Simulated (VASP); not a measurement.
Consider the following.

```yaml
crystal:
  lattice:
    - [0.00000, 2.56704, 2.56704]
    - [2.56704, 0.00000, 2.56704]
    - [2.56704, 2.56704, 0.00000]
  atoms:
    - { symbol: Be, position: [0.00000, 0.00000, 0.00000] }
    - { symbol: Se, position: [0.75000, 0.75000, 0.75000] }
```

Method: PBEsol GGA, VASP's PBE PAW potentials (set 64) (plane waves; VASP 6.6.1). Numerical set-up: PREC = Normal, EDIFF = 1E-5, 400 eV cut-off, 10×10×10 Γ-centred mesh, Gaussian smearing of 0.050 eV, potentials Be Se.

Problem. What does the run give for the energy per atom (σ→0), band gap (on the k-mesh) with the smallest direct gap where there is one?

Solution. 
| Property | Value |
|---|---|
| band gap (on the k-mesh) | 2.46 eV |
| smallest direct gap (on the k-mesh) | 4.27 eV |
| energy per atom (σ→0) | -4.724 eV/atom |

Total energies compare only between runs with the same potentials, cut-off and functional.

The compound is BeSe in the zinc blende structure. It was relaxed first.
